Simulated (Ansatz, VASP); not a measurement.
## Cross-check of Ge (Germanium) between VASP and Ansatz

Aim: how closely do two programs agree when they are given the same cell, functional and k mesh? The cell is taken from a series of VASP runs on this material, whose earlier steps may have relaxed, scaled or displaced it; both programs get it as it stands.

Program: Ansatz 0.2.0. Level of theory: plane waves, with VASP 6.6.1 beside it; relaxation of cell and atoms at PBEsol with D3(BJ). Results are calculated unless marked as measured.

## Step 1: The starting structure

It takes space group Fd-3m (No. 227, cubic). Conventional cell: a = 5.617 Å, b = 5.617 Å, c = 5.617 Å, α = 90.00°, β = 90.00°, γ = 90.00°. Nearest to Ge lie 4 Ge at 2.43 Å.

## Step 2: Ansatz: relaxation of cell and atoms, PBEsol with D3(BJ)

Ansatz runs on its default PAW (the set named soft_2) files.

The relaxed volume is the usual yardstick between codes: its relative difference is about their pressure difference at one cell divided by the bulk modulus.

Input file input.yaml:

```yaml
crystal:
  lattice:
    - [0.0, 2.8086017134, 2.8086017134]
    - [2.8086017134, 0.0, 2.8086017134]
    - [2.8086017134, 2.8086017134, 0.0]
  atoms:
    - { symbol: Ge, position: [0.75, 0.75, 0.75] }
    - { symbol: Ge, position: [0.5, 0.5, 0.5] }
hamiltonian:
  xc: pbesol
  pseudopotentials: { kind: paw }
  dispersion: d3bj
kpoints:
  mp_grid: { grid: [14, 14, 14] }
scf:
  occupations: { method: methfessel_paxton, width: 0.15 }
relax:
  f_tol: 0.01
  max_steps: 60
  cell: { stress_tol: 0.05 }
output:
  forces: true
  stress: true
  write_density: true
  write_potential: true
  elf: true
  volumetric_format: npy
```

Started as:

```console
> ansatz run input.yaml --threads 4 --pin off --max-ram 9216MiB --backend cpu --events-out ev --progress --plain --runs-dir out
```

Numbers of over 12 decimals in the logs are rounded to 6 here.

Log:

```text
Engine: ansatz 0.2.0, aarch64-unknown-linux-gnu
Pseudopotentials: kind: paw
Pseudopotential: Ge, paw, valence charge 14, recommended cutoff 420 eV (normal), Ge.paw.azcp
Functional definition: PBEsol
  exchange = pbesol_x
  correlation = pbesol_c
Crystal: 2 atoms, lattice volume = 44.310 Å³
Basis set: ecut = 420 eV, 893 PW (Γ), exchange–correlation on 54×54×54 points (8 copies of the dense FFT grid, shifted against one another)
Bands: 18, of which v1, the nominal top of the filled ones, is band 14 counted from 1 (13 counted from 0)
Symmetry: 48 space group operations
Space group: Fd-3m (ITA 227), of the structure as read, at distance tolerance 3.5e-5 Å
k-points: 104 of 2744
Non-local potential: Ge, projectors of the file, l = 0: 2, l = 1: 2, l = 2: 3, l = 3: 1
PAW form: soft (Blöchl's): semilocal exchange-correlation on the pseudo side does not see the compensation charge
PAW frozen core: Ge, regenerated for the run's functional, and the local potential with it (the file was generated under x = pbe(κ = 0.804, μ = 0.219515), c = pbe(β = 0.066725))
PAW one-centre angular grid: Ge, 590 points (default); XC on 64 Gauss nodes
Initial density: superposition of atomic densities (neutral atoms: chi_scale 0, normalization atom), corrected by the library's trained network
Initial wavefunctions: pseudopotential atomic-orbital guess
Functional: x = pbesol(κ = 0.804, μ = 0.123457), c = pbesol(β = 0.046)
SCF iter   1: F=—  HF=-8507.544142 eV  |F-HF|=—  |Δ(HF+E_count)|=         —  Δρ=2.40e-3  dr2=2.85e-3  ethr=1.77e-3  ⟨swp⟩=5.2  Hψ=8567  notcnv=0
preconditioner: auto → none  [insulator: Δε(μ)=0.180 eV  Ē_g=23.452 eV  σ=0.150 eV  W_gap=0.78  n_scr=14 (ndim 8)  ℏωp=29.5 eV  f_vac=0.068  D(μ)=0.02/eV (n_scr^D=0)  ε∞_Penn≈2.6]
SCF iter   2: F=—  HF=-8507.542773 eV  |F-HF|=—  |Δ(HF+E_count)|=   1.37e-3  S|Δr|=    0.00e0  Δρ=1.19e-3  dr2=4.59e-4  ethr=1.02e-5  ⟨swp⟩=2.2  Hψ=3734  notcnv=0
SCF iter   3: F=—  HF=-8507.542877 eV  |F-HF|=—  |Δ(HF+E_count)|=   1.04e-4  S|Δr|=    0.00e0  Δρ=2.34e-4  dr2=1.82e-5  ethr=1.64e-6  ⟨swp⟩=2.0  Hψ=3328  notcnv=0
SCF iter   4: F=—  HF=-8507.542882 eV  |F-HF|=—  |Δ(HF+E_count)|=   5.10e-6  S|Δr|=    0.00e0  Δρ=2.13e-4  dr2=1.01e-5  ethr=6.50e-8  ⟨swp⟩=2.0  Hψ=3334  notcnv=0
SCF iter   5: F=—  HF=-8507.542869 eV  |F-HF|=—  |Δ(HF+E_count)|=   1.31e-5  S|Δr|=    0.00e0  Δρ=5.08e-5  dr2=5.63e-7  ethr=3.61e-8  ⟨swp⟩=2.0  Hψ=3328  notcnv=0
SCF iter   6: F=-8507.542868 eV  HF=-8507.542868 eV  |F-HF|=1.19e-8  |Δ(HF+E_count)|=   6.71e-7  S|Δr|=    0.00e0  Δρ=4.91e-6  dr2=4.58e-9  ethr=3.57e-10  ⟨swp⟩=7.5  Hψ=11089  notcnv=0
SCF 1 converged in 6 iterations: F = -8507.542868 eV  dr2 = 4.58e-9
  greatest PAW one-centre occupation: 0.998 electrons in one spin orbital (limit 2), on the Ge atom at site 1 (counted from 0), in its partial waves of l = 2
relax step   1: F+E_penalty+E_count = -8507.54286810 eV  Δ(F+E_penalty+E_count) = +0.000e0 eV  max|allowed force component| = 1.041e-17 eV/Å  Δτ_max = 0.0000 Å  P = +0.299 GPa  Ω = 44.310 Å³  (6 SCF iters, dr2 threshold 1.00e-7 eV, accepted)
[...]
relax step   2: F+E_penalty+E_count = -8507.54301021 eV  Δ(F+E_penalty+E_count) = -1.421e-4 eV  max|allowed force component| = 9.830e-18 eV/Å  Δτ_max = 0.0000 Å  P = +0.060 GPa  Ω = 44.456 Å³  energy of the carried Pulay correction = -2.183e-5 eV  (3 SCF iters, dr2 threshold 2.00e-7 eV, accepted)
[...]
relax step   3: F+E_penalty+E_count = -8507.54301175 eV  Δ(F+E_penalty+E_count) = -1.543e-6 eV  max|allowed force component| = 2.139e-17 eV/Å  Δτ_max = 0.0000 Å  P = +0.001 GPa  Ω = 44.493 Å³  energy of the carried Pulay correction = -2.728e-5 eV  (4 SCF iters, dr2 threshold 8.90e-9 eV, accepted)
[...]
relax step   4: F+E_penalty+E_count = -8507.54304175 eV  Δ(F+E_penalty+E_count) = -2.999e-5 eV  max|allowed force component| = 1.561e-17 eV/Å  Δτ_max = 0.0000 Å  P = +0.001 GPa  Ω = 44.493 Å³  stress off target by 7.82e-4 GPa  SCF on the basis re-selected at this cell (its energy is not comparable with the rows above)  (4 SCF iters)
basis re-selected at this cell: Δ(F+E_penalty+E_count) = -2.999e-5 eV, ΔP = -0.000 GPa vs the last step (what re-selecting the basis moved, of the pressure what is left beyond the Pulay correction that the steps carried, after the strain that the cell walked since its last selection, with what the two solves' SCF thresholds leave and, on support functions, any second-order correction that the steps lacked; it is no m [...]
SCF converged after 4 iterations
Stability not checked: this state was not tested for a lower state beside it, because cold or Methfessel-Paxton smearing, or corrected tetrahedra, fill the levels in a way that the test cannot read (fill_not_monotonic; see scf.lower_state_search)
Free energy (F): -8507.543042 eV
Harris-Foulkes:  -8507.543042 eV  (|F-HF|=7.28e-12)
Internal energy: -8507.543284 eV  (E = F + TS)
E sigma→0 (E₀):  -8507.543102 eV
Entropy (-TS):   0.000242 eV (0.121 meV/atom)
Fermi energy:    8.722400 eV
Step filling:    the computed levels leave a gap of 0.1420 eV = 0.9 smearing widths at the electron count; against every level under it full and every level over it empty, smearing changes F+E_penalty+E_count by +0.098 meV and its σ→0 estimate by +0.037 meV
--- Per-component energies (eV) ---
  E_band       = -296.802443
  E_kinetic    = 223.766165
  E_local      = -4919.035036  (includes V_loc(G=0)·N_el)
  E_nonlocal   = 840.669916
  E_hartree    = 2157.375147
  E_xc         = -150.280698
  E_vxc        = -129.919194  (∫ρ·V_xc dr)
  E_paw        = -3958.466363  (= ΣΔE_a)
  E_vpaw       = -627.035440  (= ΣTr[D̂ρ^β])
  E_aug_tail   = 0.000655  (compensation charges beyond the density's cutoff)
  E_ewald      = -2702.852571
  E_disp       = -0.556371  (pairwise vdW)
  E_core_change = 1.835872  (= ΣΔE_core)
  E_smearing   = 0.000242  (= −TS)
  E_closure    = -0.000000  (closes the sum)
  Σ components = -8507.543042   (vs F -8507.543042, Δ=0.00e0)
--- Forces (eV/Å), atoms counted from 1 ---
  atom   1  Ge    -0.00000000     0.00000000     0.00000000
  atom   2  Ge    -0.00000000    -0.00000000     0.00000000
  max |Σ_I F_I| component: 9.25e-17 eV/Å
--- Stress (GPa, compression-positive) ---
        0.000782       0.000000      -0.000000
        0.000000       0.000782       0.000000
       -0.000000       0.000000       0.000782
  P = ⅓ Tr σ = 0.0008 GPa (0.008 kbar)
--- Band table (eV; the first three rows and the last of 104) ---
  k-point 0: bands = [... 10 lower, -4.2554, 8.6748, 8.6748, 8.6748, 8.8168, 11.2082, 11.2082, 11.2082]
  k-point 1: bands = [... 10 lower, -4.1918, 7.3972, 8.5446, 8.5446, 9.6368, 11.3810, 11.3810, 11.4964]
  k-point 2: bands = [... 10 lower, -4.0026, 5.9658, 8.2486, 8.2486, 9.7188, 11.7739, 11.7739, 12.4597]
  k-point 103: bands = [... 10 lower, -0.1936, -0.1936, 4.6884, 4.6884, 12.3289, 12.3289, 14.0598, 14.0598]
--- Relaxed structure (3 steps of the walk, 3 accepted, 1 SCFs on fresh bases) ---
  F+E_penalty+E_count = -8507.54304175 eV   max|allowed force component| = 1.561e-17 eV/Å   (the final SCF, on the basis selected at the relaxed cell)
  cell:  # Å, volume = 44.4927 Å³
    - [0.0, 2.812459, 2.812459]
    - [2.812459, 0, 2.812459]
    - [2.812459, 2.812459, 0]
  atoms:
    - { symbol: Ge, position: [0.75, 0.75, 0.75] }
    - { symbol: Ge, position: [0.500000, 0.500000, 0.500000] }
```

The job ended after 4.8 s (4 threads of Arm Neoverse V1, shared host; peak memory 0.39 GiB).

## Step 3: VASP: relaxation of cell and atoms, PBEsol with D3(BJ)

The same cell, functional, mesh and smearing now go to VASP, with its own data sets and cutoff.

Lines of VASP's logs that name or quote its potential files are left out, and so is its time.

Input file INCAR:

```
SYSTEM = Ge
PREC = Accurate
ENCUT = 450
EDIFF = 1E-06
NELM = 100
ISMEAR = 1
SIGMA = 0.15
LREAL = .FALSE.
ALGO = Normal
GGA = PS
IVDW = 12
NBANDS = 20
LORBIT = 11
LWAVE = .FALSE.
LCHARG = .FALSE.
KPAR = 2
IBRION = 2
NSW = 50
ISIF = 3
EDIFFG = -0.004
```

Input file POSCAR:

```
Ge
1.0
    0.0000000000      2.8086017134      2.8086017134
    2.8086017134      0.0000000000      2.8086017134
    2.8086017134      2.8086017134      0.0000000000
Ge
2
Direct
    0.7500000000      0.7500000000      0.7500000000
    0.5000000000      0.5000000000      0.5000000000
```

Input file KPOINTS:

```
Automatic mesh
0
Gamma
14 14 14
0 0 0
```

The projector-augmented-wave data sets are Ge_d (PBE family, release 64).

Started as:

```console
> mpirun -np 2 vasp_std
```

Log:

```text
[banner, memory and clock lines left out]
running    2 mpi-ranks, on    1 nodes
 distrk:  each k-point on    1 cores,    2 groups
 distr:  one band on    1 cores,    1 groups

 POSCAR found type information on POSCAR Ge
 POSCAR found :  1 types and       2 ions
|                                                                             |
|               ----> ADVICE to this user running VASP <----                  |
|                                                                             |
|     You enforced a specific xc type in the INCAR file but a different       |
|     [... a line on the potential file left out ...]
|     I HOPE YOU KNOW WHAT YOU ARE DOING!                                     |
|                                                                             |

 LDA part: xc-table for (Slater+PW92), standard interpolation
 POSCAR, INCAR and KPOINTS ok, starting setup
 FFT: planning ... GRIDC
 FFT: planning ... GRID_SOFT
 FFT: planning ... GRID
 WAVECAR not read
 entering main loop
       N       E                     dE             d eps       ncg     rms          rms(c)
DAV:   1     0.174357144515E+03    0.17436E+03   -0.13888E+04  4512   0.355E+03
DAV:   2     0.139774396124E+02   -0.16038E+03   -0.15581E+03  4168   0.553E+02
DAV:   3    -0.930415587705E+01   -0.23282E+02   -0.23136E+02  4692   0.139E+02
DAV:   4    -0.100142099858E+02   -0.71005E+00   -0.70959E+00  4684   0.289E+01
DAV:   5    -0.100258272128E+02   -0.11617E-01   -0.11617E-01  4620   0.399E+00    0.336E+00
DAV:   6    -0.992031458534E+01    0.10551E+00   -0.36575E-02  5468   0.235E+00    0.192E+00
DAV:   7    -0.986723168923E+01    0.53083E-01   -0.65217E-02  4456   0.259E+00    0.163E-01
DAV:   8    -0.986826523481E+01   -0.10335E-02   -0.71094E-03  4740   0.122E+00    0.499E-02
DAV:   9    -0.986836959661E+01   -0.10436E-03   -0.26164E-04  4832   0.248E-01    0.934E-03
DAV:  10    -0.986837999714E+01   -0.10401E-04   -0.18401E-05  4676   0.412E-02    0.530E-03
DAV:  11    -0.986838131069E+01   -0.13136E-05   -0.40447E-06  5136   0.301E-02    0.132E-03
DAV:  12    -0.986838095405E+01    0.35664E-06   -0.70176E-07  2732   0.169E-02
   1 F= -.10426796E+02 E0= -.10426883E+02  d E =-.104268E+02
[... from here on, the cycles between the ionic steps are left out ...]
   2 F= -.10426811E+02 E0= -.10426899E+02  d E =-.145569E-04
   3 F= -.10426822E+02 E0= -.10426910E+02  d E =-.262173E-04
   4 F= -.10426821E+02 E0= -.10426908E+02  d E =-.244829E-04
   5 F= -.10426817E+02 E0= -.10426905E+02  d E =-.206020E-04
   6 F= -.10426814E+02 E0= -.10426902E+02  d E =-.178702E-04
   7 F= -.10426816E+02 E0= -.10426904E+02  d E =-.201408E-04
   8 F= -.10426815E+02 E0= -.10426903E+02  d E =-.187526E-04
   9 F= -.10426804E+02 E0= -.10426891E+02  d E =0.105803E-04
  10 F= -.10426822E+02 E0= -.10426909E+02  d E =-.688994E-05
 curvature:  -0.14 expect dE=-0.211E-05 dE for cont linesearch -0.211E-05
 ZBRENT: interpolating
 opt :   0.3920  next Energy=   -10.426823 (dE=-0.844E-05)
 bond charge predicted
       N       E                     dE             d eps       ncg     rms          rms(c)
DAV:   1    -0.986777964466E+01   -0.12828E-03   -0.18582E-04  5732   0.264E-01    0.223E-02
DAV:   2    -0.986776946076E+01    0.10184E-04   -0.14011E-05  5448   0.747E-02    0.110E-02
DAV:   3    -0.986776588928E+01    0.35715E-05   -0.52190E-06  4848   0.397E-02    0.258E-03
DAV:   4    -0.986776530063E+01    0.58864E-06   -0.52660E-07  2572   0.149E-02
  11 F= -.10426821E+02 E0= -.10426908E+02  d E =-.574106E-05
 curvature:  -0.10 expect dE=-0.434E-06 dE for cont linesearch -0.434E-06
 trial: gam=-0.14335 g(F)=  0.307E-45 g(S)=  0.422E-05 ort = 0.243E-04 (trialstep = 0.625E+00)
 search vector abs. value=  0.127E-06
 reached required accuracy - stopping structural energy minimisation
```

Parts of OUTCAR (step 3):

```text
ion  position               nearest neighbor table
   1  0.750  0.750  0.750-   2 2.43   2 2.43   2 2.43   2 2.43
   2  0.500  0.500  0.500-   1 2.43   1 2.43   1 2.43   1 2.43

  LATTYP: Found a face centered cubic cell.
 ALAT       =     5.6172034268

 Subroutine GETGRP returns: Found 48 space group operations
 (whereof 24 operations were pure point group operations)

The static configuration has the point symmetry T_d .
 The point group associated with its full space group is O_h .

 Found    104 irreducible k-points:

   k-points           NKPTS =    104   k-points in BZ     NKDIM =    104   number of bands    NBANDS=     20

   dimension x,y,z NGX =    28 NGY =   28 NGZ =   28
   dimension x,y,z NGXF=    56 NGYF=   56 NGZF=   56

   ENCUT  =  450.0 eV  33.07 Ry    5.75 a.u.   6.87  6.87  6.87*2*pi/ulx,y,z

   NELECT =      28.0000    total number of electrons

 k-points in reciprocal lattice and weights: Automatic mesh
   0.00000000  0.00000000  0.00000000       0.000
   0.07142857  0.00000000  0.00000000       0.003
   0.14285714  0.00000000  0.00000000       0.003
   0.21428571  0.00000000  0.00000000       0.003
   0.28571429  0.00000000  0.00000000       0.003
   0.35714286  0.00000000  0.00000000       0.003
   0.42857143  0.00000000  0.00000000       0.003
   0.50000000  0.00000000  0.00000000       0.001
   0.07142857  0.07142857  0.00000000       0.002
[...]
-0.28571429  0.42857143  0.21428571       0.009
  -0.28571429  0.50000000  0.21428571       0.004

 Edisp (eV)   -0.55917

 average (electrostatic) potential at core
       1 -73.9609       2 -73.9609

 E-fermi :   5.1411

 k-point     1 :       0.0000    0.0000    0.0000
  band No.  band energies     occupation
    ...
     10     -19.4318      2.00000
     11      -7.8878      2.00000
     12       5.0816      1.61622
     13       5.0816      1.61612
     14       5.0816      1.61612
     15       5.2884     -0.04623
     16       7.6307     -0.00000
     17       7.6307     -0.00000
     18       7.6307     -0.00000
     19      11.3600      0.00000
    ...

 k-point     2 :       0.0714    0.0000    0.0000
  band No.  band energies     occupation
    ...
     10     -19.4270      2.00000
     11      -7.8239      2.00000
     12       3.8222      2.00000
     13       4.9507      2.07033
     14       4.9507      2.07033
     15       6.0851     -0.00000
     16       7.8045     -0.00000
     17       7.8045     -0.00000
     18       7.9221     -0.00000
     19      11.7189      0.00000
    ...

 k-point     3 :       0.1429    0.0000    0.0000
  band No.  band energies     occupation
    ...
     10     -19.4195      2.00000
     11      -7.6337      2.00000
     12       2.3814      2.00000
     13       4.6531      2.00004
     14       4.6531      2.00004
     15       6.1611     -0.00000
     16       8.1998      0.00000
     17       8.1998      0.00000
     18       8.8970      0.00000
     19      12.5557      0.00000
    ...

 Edisp (eV)   -0.55906

  Total       0.00763     0.00763     0.00763    -0.00000     0.00000    -0.00000
  in kB       0.27639     0.27639     0.27639    -0.00000     0.00000    -0.00000
  external pressure =        0.28 kB  Pullay stress =        0.00 kB

  energy-cutoff  :      450.00
  volume of cell :       44.26
      direct lattice vectors                 reciprocal lattice vectors
     0.000000000  2.807485174  2.807485174    -0.178095331  0.178095331  0.178095331
     2.807485174  0.000000000  2.807485174     0.178095331 -0.178095331  0.178095331
     2.807485174  2.807485174  0.000000000     0.178095331  0.178095331 -0.178095331

 POSITION                                       TOTAL-FORCE (eV/Angst)
 -----------------------------------------------------------------------------------
      4.21123      4.21123      4.21123         0.000000      0.000000      0.000000
      2.80749      2.80749      2.80749        -0.000000     -0.000000     -0.000000
 -----------------------------------------------------------------------------------
    total drift:                                0.000000      0.000000      0.000000

  FREE ENERGIE OF THE ION-ELECTRON SYSTEM (eV)
  ---------------------------------------------------
  free  energy   TOTEN  =       -10.4268206030 eV

  energy  without entropy=      -10.4270831036  energy(sigma->0) =      -10.42690810

 reached required accuracy - stopping structural energy minimisation

 total charge
# of ion       s       p       d       tot
------------------------------------------
    1        1.126   1.283  10.028  12.438
    2        1.126   1.283  10.028  12.438
--------------------------------------------------
tot          2.253   2.566  20.057  24.876

[... 3 further parts left out ...]
```

The gap is under twice the smearing width, so the edge states are partly filled and the run can't tell a small gap from a semimetal. The PAW data sets were made with PBE, which is usual practice but a small mismatch for other functionals. Methfessel-Paxton smearing is not meant for a cell with a gap. The run keeps the 48 symmetry operations of its start, so it cannot find a distortion of lower symmetry.

## Step 4: Comparison

Known differences besides the potentials themselves: both relaxations stop at a tolerance, which leaves soft axes loose, and VASP keeps its plane-wave basis; the cutoff is 420 eV in Ansatz and 450 eV in VASP; Ansatz makes its cores anew for this functional, VASP keeps those of its PBE data sets; VASP leaves aspherical gradient terms in its spheres out (LASPH is not set), Ansatz keeps them; Ansatz adds a Pulay correction to the stress that steers its cell, VASP none. Total energies have different zeros and are not compared.

Both answers:

```csv
quantity,Ansatz,VASP,difference
volume (Å³),44.49,44.26,+0.53 %
"edge a after relaxation, in the typed setting (Å)",3.977,3.970,+0.18 %
```

The walks stopped with 0.00 GPa left in Ansatz and 0.03 GPa in VASP; each walk ends within a tolerance, so the volume difference is uncertain by about these residues over the bulk modulus, most in soft cells.

## Step 5: Outcome

```json
{
  "difference in volume (relaxation of cell and atoms, PBEsol with D3(BJ))": "0.53 %"
}
```

**Reading.** The difference in volume is 0.53 % (relaxation of cell and atoms, PBEsol with D3(BJ)), within the 1.2 % picked in this series as the mark of a large difference, as far as the stopping tolerances let one tell. How closely two codes agree says nothing of how well the functional describes the real material.

[Lines on the potential files, build, host, timing and source positions are cut from VASP's logs without a mark.]

[Logs are printed without paths, hosts, clocks, repeated set-up lines and the standing remarks that a program may print on its own settings, such as how far it seeks lower states.]

[Hosts, paths, dates, database ids (printed as entryN), source tags and the programs' standing remarks are cut or masked in the printed files.]
